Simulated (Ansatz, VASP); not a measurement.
# In13Sb13H30 (InSb wire along [111], 26 atoms a period, H-terminated): VASP beside Ansatz

Wanted: the spread between two codes on one cell, functional and k mesh. The cell is taken from a series of runs on this material, whose earlier steps may have relaxed, scaled, displaced or heated it; both programs get it as it stands.

Calculated with Ansatz 0.2.0; plane waves, with VASP 6.6.1 beside it; single point at PBE.

### Step 1. Set-up

The cell holds 56 atoms: 13 In, 13 Sb and 30 H. Its edges and angles: a = 19.083 Å, b = 18.248 Å, c = 11.406 Å, α = 90.0°, β = 90.0°, γ = 90.0°. Vacuum lies along a and b. The structure's axis is c.

### Step 2. Ansatz: single point, PBE

Ansatz runs on its PAW soft_1 files.

A single point gives forces, pressure and levels at one fixed geometry, so differences don't come from the geometry; what else differs is listed under the comparison.

input.yaml

```yaml
crystal:
  lattice:
    - [19.083, 0.0, 0.0]
    - [0.0, 18.248, 0.0]
    - [0.0, 0.0, 11.4063975353]
  atoms:
    - { symbol: In, position: [0.380563617, 0.428790043, 0.010486435] }
    - { symbol: In, position: [0.5, 0.645141442, 0.010400781] }
    - { symbol: Sb, position: [0.386935056, 0.432506604, 0.259388294] }
    - { symbol: Sb, position: [0.5, 0.637324139, 0.25932033] }
    - { symbol: Sb, position: [0.613064944, 0.432506604, 0.259388294] }
    - { symbol: H, position: [0.297939165, 0.622701973, 0.276403859] }
    - { symbol: H, position: [0.5, 0.25673302, 0.276422068] }
    - { symbol: H, position: [0.702060835, 0.622701973, 0.276403859] }
    - { symbol: H, position: [0.311546319, 0.386959549, 0.296548649] }
    - { symbol: H, position: [0.5, 0.728337904, 0.296672237] }
    - { symbol: H, position: [0.688453681, 0.386959549, 0.296548649] }
    - { symbol: In, position: [0.368475408, 0.580216346, 0.345932251] }
    - { symbol: In, position: [0.5, 0.341906842, 0.345830883] }
    - { symbol: In, position: [0.631524592, 0.580216346, 0.345932251] }
    - { symbol: Sb, position: [0.37353745, 0.577148475, 0.594134375] }
    - { symbol: Sb, position: [0.5, 0.348045515, 0.594054677] }
    - { symbol: Sb, position: [0.62646255, 0.577148475, 0.594134375] }
    - { symbol: H, position: [0.176907578, 0.581483271, 0.635922368] }
    - { symbol: H, position: [0.23358002, 0.421919694, 0.60249179] }
    - { symbol: H, position: [0.301540563, 0.298556331, 0.602052686] }
    - { symbol: H, position: [0.271586973, 0.752971991, 0.635913854] }
    - { symbol: H, position: [0.405458918, 0.167692532, 0.636357423] }
    - { symbol: H, position: [0.432139774, 0.781383829, 0.60218202] }
    - { symbol: H, position: [0.567860226, 0.781383829, 0.60218202] }
    - { symbol: H, position: [0.594541082, 0.167692532, 0.636357423] }
    - { symbol: H, position: [0.728413027, 0.752971991, 0.635913854] }
    - { symbol: H, position: [0.698459437, 0.298556331, 0.602052686] }
    - { symbol: H, position: [0.76641998, 0.421919694, 0.60249179] }
    - { symbol: H, position: [0.823092422, 0.581483271, 0.635922368] }
    - { symbol: In, position: [0.239234653, 0.512721361, 0.645236008] }
    - { symbol: In, position: [0.379582796, 0.258530928, 0.645296453] }
    - { symbol: In, position: [0.359731339, 0.73106426, 0.645186427] }
    - { symbol: In, position: [0.5, 0.500788327, 0.65651675] }
    - { symbol: In, position: [0.640268661, 0.73106426, 0.645186427] }
    - { symbol: In, position: [0.620417204, 0.258530928, 0.645296453] }
    - { symbol: In, position: [0.760765347, 0.512721361, 0.645236008] }
    - { symbol: Sb, position: [0.259315293, 0.493829046, 0.902431377] }
    - { symbol: Sb, position: [0.373798383, 0.286456851, 0.902345302] }
    - { symbol: Sb, position: [0.385463876, 0.722345571, 0.902353802] }
    - { symbol: Sb, position: [0.5, 0.500869169, 0.912417465] }
    - { symbol: Sb, position: [0.614536124, 0.722345571, 0.902353802] }
    - { symbol: Sb, position: [0.626201617, 0.286456851, 0.902345302] }
    - { symbol: Sb, position: [0.740684707, 0.493829046, 0.902431377] }
    - { symbol: H, position: [0.19098457, 0.449428879, 0.96940992] }
    - { symbol: H, position: [0.248516107, 0.573805494, 0.978639484] }
    - { symbol: H, position: [0.302906349, 0.246665603, 0.969287518] }
    - { symbol: H, position: [0.313856045, 0.691985742, 0.978474315] }
    - { symbol: H, position: [0.38796117, 0.806410416, 0.969369317] }
    - { symbol: H, position: [0.434673531, 0.236685743, 0.978474038] }
    - { symbol: H, position: [0.565326469, 0.236685743, 0.978474038] }
    - { symbol: H, position: [0.61203883, 0.806410416, 0.969369317] }
    - { symbol: H, position: [0.686143955, 0.691985742, 0.978474315] }
    - { symbol: H, position: [0.697093651, 0.246665603, 0.969287518] }
    - { symbol: H, position: [0.751483893, 0.573805494, 0.978639484] }
    - { symbol: H, position: [0.80901543, 0.449428879, 0.96940992] }
    - { symbol: In, position: [0.619436383, 0.428790043, 0.010486435] }
kpoints:
  mp_grid: { grid: [1, 1, 8] }
  band_path: { path: ["Γ", Z], npoints: 90 }
scf:
  occupations: { method: fermi_dirac, width: 0.05 }
hamiltonian:
  xc: pbe
  pseudopotentials: { kind: paw, azcp: { folder: soft_1 } }
output:
  dos: { e_range: [-5, 4] }
  write_potential: true
  write_density: true
  volumetric_format: npy
```

On the command line:

```sh
$ ansatz run input.yaml --threads 4 --pin off --max-ram 16384MiB --backend cpu --events-out ev --progress --plain --runs-dir out
```

Numbers of over 12 decimals in the logs are rounded to 6 here.

The log of the run:

```text
Engine: ansatz 0.2.0, aarch64-unknown-linux-gnu
Pseudopotentials: kind: paw
Pseudopotential: In, paw, valence charge 13, recommended cutoff 420 eV (normal), soft_1/In.paw.azcp
Pseudopotential: Sb, paw, valence charge 15, recommended cutoff 420 eV (normal), soft_1/Sb.paw.azcp
Pseudopotential: H, paw, valence charge 1, recommended cutoff 420 eV (normal), soft_1/H.paw.azcp
Functional definition: PBE
  parameter kappa = 0.804
  parameter beta = 0.066725
  exchange = pbe_x(kappa = kappa, mu = beta*pi^2/3)
  correlation = pbe_c(beta = beta)
Crystal: 56 atoms, lattice volume = 3972.011 Å³
Basis set: ecut = 420 eV, 77505 PW (Γ)
Bands: 253, of which v1, the nominal top of the filled ones, is band 197 counted from 1 (196 counted from 0)
Symmetry: 2 space group operations
Space group: Pm (ITA 6), of the structure as read, at distance tolerance 1.6e-4 Å
k-points: 5 of 8 (time reversal used)
Non-local potential: In, projectors of the file, l = 0: 2, l = 1: 2, l = 2: 2, l = 3: 1
Non-local potential: Sb, projectors of the file, l = 0: 2, l = 1: 2, l = 2: 2, l = 3: 1
Non-local potential: H, projectors of the file, l = 0: 2, l = 1: 1
PAW form: soft (Blöchl's): semilocal exchange-correlation on the pseudo side does not see the compensation charge
PAW one-centre angular grid: In, 590 points (default); XC on 64 Gauss nodes
PAW one-centre angular grid: Sb, 590 points (default); XC on 64 Gauss nodes
PAW one-centre angular grid: H, 110 points (default); XC on 64 Gauss nodes
Initial density: superposition of atomic densities (neutral atoms: chi_scale 0, normalization atom)
Initial wavefunctions: pseudopotential atomic-orbital guess
Functional: x = pbe(κ = 0.804, μ = 0.219515), c = pbe(β = 0.066725)
SCF iter   1: F=—  HF=-157546.064293 eV  |F-HF|=—  |Δ(HF+E_count)|=         —  Δρ=2.65e-2  dr2=3.02e1  ethr=3.10e-3  ⟨swp⟩=7.0  Hψ=5752  notcnv=0  defer=63
preconditioner: auto → Resta (q_TF=auto, 1.856 Å⁻¹)  ε∞=1.6  [insulator: Δε(μ)=1.804 eV  Ē_g=12.705 eV  σ=0.050 eV  W_gap=1.00  n_scr=446 (ndim 8)  ℏωp=9.6 eV  f_vac=0.618  D(μ)=0.00/eV (n_scr^D=0)  ε∞_Penn≈1.6  vacuum switching on, ρ_ref=1.2e-2 e/Å³]
SCF iter   2: F=—  HF=-157537.990810 eV  |F-HF|=—  |Δ(HF+E_count)|=    8.07e0  Δρ=9.40e-3  dr2=4.82e0  ethr=3.10e-3  ⟨swp⟩=3.0  Hψ=2113  notcnv=0  defer=231
SCF iter   3: F=—  HF=-157537.307712 eV  |F-HF|=—  |Δ(HF+E_count)|=   6.83e-1  Δρ=3.92e-3  dr2=2.33e0  ethr=1.22e-3  ⟨swp⟩=4.0  Hψ=1418  notcnv=0  defer=231
SCF iter   4: F=—  HF=-157536.893424 eV  |F-HF|=—  |Δ(HF+E_count)|=   4.14e-1  Δρ=1.35e-3  dr2=1.45e-1  ethr=5.92e-4  ⟨swp⟩=3.0  Hψ=1709  notcnv=0  defer=231
SCF iter   5: F=—  HF=-157536.884090 eV  |F-HF|=—  |Δ(HF+E_count)|=   9.33e-3  Δρ=5.08e-4  dr2=7.85e-3  ethr=3.68e-5  ⟨swp⟩=2.0  Hψ=1373  notcnv=0  defer=231
SCF iter   6: F=—  HF=-157536.887515 eV  |F-HF|=—  |Δ(HF+E_count)|=   3.42e-3  Δρ=1.76e-4  dr2=1.51e-3  ethr=1.99e-6  ⟨swp⟩=2.0  Hψ=1694  notcnv=0  defer=231
SCF iter   7: F=—  HF=-157536.888021 eV  |F-HF|=—  |Δ(HF+E_count)|=   5.06e-4  Δρ=5.81e-5  dr2=3.46e-4  ethr=3.82e-7  ⟨swp⟩=2.6  Hψ=1575  notcnv=0  defer=231
SCF iter   8: F=—  HF=-157536.888052 eV  |F-HF|=—  |Δ(HF+E_count)|=   3.10e-5  Δρ=1.75e-5  dr2=1.50e-5  ethr=8.78e-8  ⟨swp⟩=2.0  Hψ=1324  notcnv=0  defer=231
SCF iter   9: F=—  HF=-157536.887317 eV  |F-HF|=—  |Δ(HF+E_count)|=   7.34e-4  Δρ=6.28e-6  dr2=2.60e-6  ethr=3.80e-9  ⟨swp⟩=2.0  Hψ=1970  notcnv=0  defer=231
SCF iter  10: F=—  HF=-157536.887319 eV  |F-HF|=—  |Δ(HF+E_count)|=   1.74e-6  Δρ=2.21e-6  dr2=2.86e-7  ethr=6.61e-10  ⟨swp⟩=2.0  Hψ=1369  notcnv=0  defer=231
SCF iter  11: F=-157536.887319 eV  HF=-157536.887319 eV  |F-HF|=4.82e-8  |Δ(HF+E_count)|=   2.78e-7  Δρ=8.62e-7  dr2=9.53e-8  ethr=2.54e-11  ⟨swp⟩=17.0  Hψ=6911  notcnv=0
SCF 1 converged in 11 iterations: F = -157536.887319 eV  dr2 = 9.53e-8
  greatest PAW one-centre occupation: 0.995 electrons in one spin orbital (limit 2), on the Sb atom at site 42 (counted from 0), in its partial waves of l = 2
NSCF: frozen V_eff on 91 k-points
[...]
k-point 1: bands = [... 193 lower, -2.8668, -2.8667, -2.8470, -2.5453, -0.5751, -0.3065, -0.0813, -0.0813, ... 52 higher]
  k-point 2: bands = [... 193 lower, -2.8521, -2.8521, -2.8464, -2.7265, -0.4707, -0.2779, -0.2264, -0.2260, ... 52 higher]
  k-point 4: bands = [... 193 lower, -2.8933, -2.8672, -2.8661, -2.8462, -0.3913, -0.3907, -0.3402, -0.1582, ... 52 higher]
```

Reading the cycles: dr2 is the Hartree energy of the density residual (eV), the measure of convergence; HF is the Harris–Foulkes estimate of the energy, which meets the free energy F at convergence.

### Step 3. VASP: single point, PBE

The same cell, functional, mesh and smearing now go to VASP, with its own data sets.

Lines of VASP's logs that name or quote its potential files are left out, and so is its time.

INCAR

```
SYSTEM = In13Sb13H30
PREC = Accurate
ENCUT = 400
EDIFF = 1E-06
NELM = 120
ISMEAR = -1
SIGMA = 0.05
LREAL = Auto
ALGO = Normal
GGA = PE
NBANDS = 176
LORBIT = 11
LWAVE = .FALSE.
LCHARG = .FALSE.
ISIF = 2
LASPH = .TRUE.
GGA_COMPAT = .FALSE.
EFERMI = MIDGAP
KPAR = 4
```

POSCAR

```
In13Sb13H30
1.0
   19.0830000000      0.0000000000      0.0000000000
    0.0000000000     18.2480000000      0.0000000000
    0.0000000000      0.0000000000     11.4063975353
In Sb H
13 13 30
Direct
    0.3805636170      0.4287900430      0.0104864350
    0.5000000000      0.6451414420      0.0104007810
    0.3684754080      0.5802163460      0.3459322510
    0.5000000000      0.3419068420      0.3458308830
    0.6315245920      0.5802163460      0.3459322510
    0.2392346530      0.5127213610      0.6452360080
    0.3795827960      0.2585309280      0.6452964530
    0.3597313390      0.7310642600      0.6451864270
    0.5000000000      0.5007883270      0.6565167500
    0.6402686610      0.7310642600      0.6451864270
    0.6204172040      0.2585309280      0.6452964530
    0.7607653470      0.5127213610      0.6452360080
    0.6194363830      0.4287900430      0.0104864350
    0.3869350560      0.4325066040      0.2593882940
    0.5000000000      0.6373241390      0.2593203300
    0.6130649440      0.4325066040      0.2593882940
    0.3735374500      0.5771484750      0.5941343750
    0.5000000000      0.3480455150      0.5940546770
    0.6264625500      0.5771484750      0.5941343750
    0.2593152930      0.4938290460      0.9024313770
    0.3737983830      0.2864568510      0.9023453020
    0.3854638760      0.7223455710      0.9023538020
    0.5000000000      0.5008691690      0.9124174650
    0.6145361240      0.7223455710      0.9023538020
    0.6262016170      0.2864568510      0.9023453020
    0.7406847070      0.4938290460      0.9024313770
    0.2979391650      0.6227019730      0.2764038590
    0.5000000000      0.2567330200      0.2764220680
    0.7020608350      0.6227019730      0.2764038590
    0.3115463190      0.3869595490      0.2965486490
    0.5000000000      0.7283379040      0.2966722370
    0.6884536810      0.3869595490      0.2965486490
    0.1769075780      0.5814832710      0.6359223680
    0.2335800200      0.4219196940      0.6024917900
    0.3015405630      0.2985563310      0.6020526860
    0.2715869730      0.7529719910      0.6359138540
    0.4054589180      0.1676925320      0.6363574230
    0.4321397740      0.7813838290      0.6021820200
    0.5678602260      0.7813838290      0.6021820200
    0.5945410820      0.1676925320      0.6363574230
    0.7284130270      0.7529719910      0.6359138540
    0.6984594370      0.2985563310      0.6020526860
    0.7664199800      0.4219196940      0.6024917900
    0.8230924220      0.5814832710      0.6359223680
    0.1909845700      0.4494288790      0.9694099200
    0.2485161070      0.5738054940      0.9786394840
    0.3029063490      0.2466656030      0.9692875180
    0.3138560450      0.6919857420      0.9784743150
    0.3879611700      0.8064104160      0.9693693170
    0.4346735310      0.2366857430      0.9784740380
    0.5653264690      0.2366857430      0.9784740380
    0.6120388300      0.8064104160      0.9693693170
    0.6861439550      0.6919857420      0.9784743150
    0.6970936510      0.2466656030      0.9692875180
    0.7514838930      0.5738054940      0.9786394840
    0.8090154300      0.4494288790      0.9694099200
```

KPOINTS

```
Automatic mesh
0
Gamma
1 1 8
0 0 0
```

Potentials, in the order of the species: In_d, Sb and H (PBE family, release 64).

On the command line:

```sh
$ mpirun -np 8 vasp_std
```

The log of the run:

```text
[banner, memory and clock lines left out]
running    8 mpi-ranks, on    1 nodes
[...]
|                                                                             |
|           W    W    AA    RRRRR   N    N  II  N    N   GGGG   !!!           |
|           W    W   A  A   R    R  NN   N  II  NN   N  G    G  !!!           |
|           W    W  A    A  R    R  N N  N  II  N N  N  G       !!!           |
|           W WW W  AAAAAA  RRRRR   N  N N  II  N  N N  G  GGG   !            |
|           WW  WW  A    A  R   R   N   NN  II  N   NN  G    G                |
|           W    W  A    A  R    R  N    N  II  N    N   GGGG   !!!           |
|                                                                             |
|     For optimal performance we recommend to set                             |
|       NCORE = 2 up to number-of-cores-per-socket                            |
|     NCORE specifies how many cores store one orbital (NPAR=cpu/NCORE).      |
|     This setting can greatly improve the performance of VASP for DFT.       |
|     The default, NCORE=1 might be grossly inefficient on modern             |
|     multi-core architectures or massively parallel machines. Do your        |
|     Unfortunately you need to use the default for GW and RPA                |
|     calculations (for HF NCORE is supported but not extensively tested      |
|     yet).                                                                   |
|                                                                             |

 LDA part: xc-table for (Slater+PW92), standard interpolation
 POSCAR, INCAR and KPOINTS ok, starting setup
[...]
entering main loop
       N       E                     dE             d eps       ncg     rms          rms(c)
DAV:   1     0.173862457017E+04    0.17386E+04   -0.83024E+04  2152   0.906E+02
DAV:   2    -0.755599188810E+01   -0.17462E+04   -0.17160E+04  2112   0.258E+02
DAV:   3    -0.178410268883E+03   -0.17085E+03   -0.16987E+03  2104   0.111E+02
DAV:   4    -0.186009244763E+03   -0.75990E+01   -0.75799E+01  2152   0.282E+01
[...]
DAV:  27    -0.176710536549E+03   -0.77648E-05   -0.27558E-07  1408   0.104E-03    0.149E-03
DAV:  28    -0.176710538734E+03   -0.21843E-05   -0.98475E-08  1448   0.683E-04    0.819E-04
DAV:  29    -0.176710539616E+03   -0.88207E-06   -0.61380E-08  1368   0.554E-04
   1 F= -.17671054E+03 E0= -.17671054E+03  d E =-.754145E-08
```

OUTCAR, selected parts (step 3):

```text
  Total       -0.8331485     -0.7962551     -1.3498694      0.0000000      0.0198150      0.0000000
  in kB       -0.3360645     -0.3211829     -0.5444925      0.0000000      0.0079927      0.0000000
  external PRESSURE =      -0.4005799 kB  Pullay stress =       0.0000000 kB

 POSITION                                       TOTAL-FORCE (eV/Angst)
 -----------------------------------------------------------------------------------
      7.26230      7.82456      0.11961         0.003205      0.002064     -0.004222
      9.54150     11.77254      0.11864         0.000000     -0.001084     -0.003687
      7.03162     10.58779      3.94584        -0.005752      0.000933     -0.008222
      9.54150      6.23912      3.94468         0.000000     -0.009300     -0.005053
     12.05138     10.58779      3.94584         0.005752      0.000933     -0.008222
      4.56531      9.35614      7.35982        -0.011799     -0.010305      0.002270
      7.24358      4.71767      7.36051        -0.014783     -0.004490      0.002041
      6.86475     13.34046      7.35925         0.004214      0.012880      0.000222
      9.54150      9.13839      7.48849         0.000000      0.000686      0.003442
     12.21825     13.34046      7.35925        -0.004214      0.012880      0.000222
     11.83942      4.71767      7.36051         0.014783     -0.004490      0.002041
     14.51769      9.35614      7.35982         0.011799     -0.010305      0.002270
     11.82070      7.82456      0.11961        -0.003205      0.002064     -0.004222
      7.38388      7.89238      2.95869         0.082681      0.050190     -0.018473
[...]
-----------------------------------------------------------------------------------
    total drift:                                0.000000      0.008228     -0.004278

  FREE ENERGIE OF THE ION-ELECTRON SYSTEM (eV)
  ---------------------------------------------------
  free  energy   TOTEN  =      -176.7105396157 eV

  energy  without entropy=     -176.7105396081  energy(sigma->0) =     -176.71053961

[... 3 further parts left out ...]
[key lines of the parts left out:]
E-fermi :  -2.1063
```

### Step 4. Side by side

Known differences besides the potentials themselves: the data sets hold 394 valence electrons in Ansatz (on its PAW soft_1 files) and 264 in VASP; the cutoff is 420 eV in Ansatz and 400 eV in VASP (PREC = Accurate, projectors in real space). Total energies have different zeros and are not compared.

The two programs side by side:

| quantity | Ansatz | VASP | difference |
| --- | --- | --- | --- |
| gap on the k mesh (eV) | 1.860 | 1.859 | 0.000 |

A gap on the mesh is an upper bound, since the band edges may lie between its points.

### Step 5. Results

```
difference in gap on the k mesh (single point, PBE) : 5.0e-4 eV
```

The difference in gap on the k mesh is 5.0e-4 eV (single point, PBE), within the 0.08 eV picked in this series as the mark of a large difference. The data sets hold unlike numbers of valence electrons (394 in Ansatz and 264 in VASP), so part of the differences comes from the potentials. Such differences can come from data sets, numerical settings and the points named under the comparisons, not from the functional's error against experiment.

[Lines on the potential files, build, host, timing and source positions are cut from VASP's logs without a mark.]

[Logs are printed without paths, hosts, clocks, repeated set-up lines and the standing remarks that a program may print on its own settings, such as how far it seeks lower states.]

[Hosts, paths, dates, database ids (printed as entryN), source tags and the programs' standing remarks are cut or masked in the printed files.]
